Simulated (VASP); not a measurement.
Input of a VASP 6.6.1 run:

The input INCAR:

```
SYSTEM = Ca3ZrN3
ALGO = Fast ; EDIFF = 1E-5
EDIFFG = -0.03 ; ENCUT = 520
GGA = PE ; IBRION = 2
ISIF = 3 ; ISMEAR = 0
ISYM = 0 ; KPAR = 4
LASPH = .True. ; LCHARG = .False.
LREAL = Auto ; LWAVE = .False.
NELM = 80 ; NSW = 110
PREC = Normal ; SIGMA = 0.15
```

File KPOINTS:

```
k-points
0
Gamma
  5 3 5
  0 0 0
```

POSCAR

```
Ca3ZrN3
1.0
    4.8175598700      0.0703210700      0.0768570000
    0.1406421400      9.7157069800     -0.0742625100
    0.0768570000     -0.0371312600      4.7623164800
Ca Zr N
6 2 6
Direct
    0.0041825900      0.2485267800      0.4899044200
    0.9974669300      0.7607884700      0.5034669300
    0.5236717200      0.0046237000      0.5048393800
    0.4966202000      0.4957885500      0.4980725400
    0.5008338400      0.2475175200      0.9873281800
    0.4888387200      0.7454439600      0.9989567500
    0.9746620000      0.0128291500      0.0207852900
    0.0158372700      0.4982134800      0.9844446700
    0.4940423000      0.0075378000      0.0175032900
    0.5021177200      0.4914914800      0.9965241700
    0.0015298300      0.2472782100      0.0063746900
    0.0011164600      0.7470852500      0.0005656500
    0.9973756400      0.9987108900      0.5144552500
    0.9998441300      0.4936794400      0.4920087300
```

Potentials or basis: VASP PAW PBE potentials, release 64 (Ca_sv, Zr_sv, N).

The run is started by

```console
$ cat potpaw_PBE.64/Ca_sv/POTCAR potpaw_PBE.64/Zr_sv/POTCAR potpaw_PBE.64/N/POTCAR > POTCAR
$ mpirun -np 4 vasp_std > vasp.out
```

Problem. Estimate the band gap on the k mesh.

Solution. None (metal or under the smearing width).

Problem. What does it give for the space group after relaxing (to 0.05 Å)?

Solution. Pc (No. 7).

Forces on the atoms (eV/Å):
```
Ca   0.004  0.000 -0.001
Ca  -0.004 -0.003  0.000
Ca   0.003  0.017 -0.002
Ca  -0.002  0.009 -0.003
Ca   0.000  0.004 -0.005
Ca  -0.004  0.002 -0.006
Zr   0.008  0.000 -0.005
Zr   0.004 -0.016 -0.024
N   -0.015  0.001  0.002
N    0.007 -0.005  0.005
N   -0.002 -0.005  0.005
N    0.003  0.006  0.003
N   -0.002 -0.001  0.016
N    0.001 -0.008  0.015
```
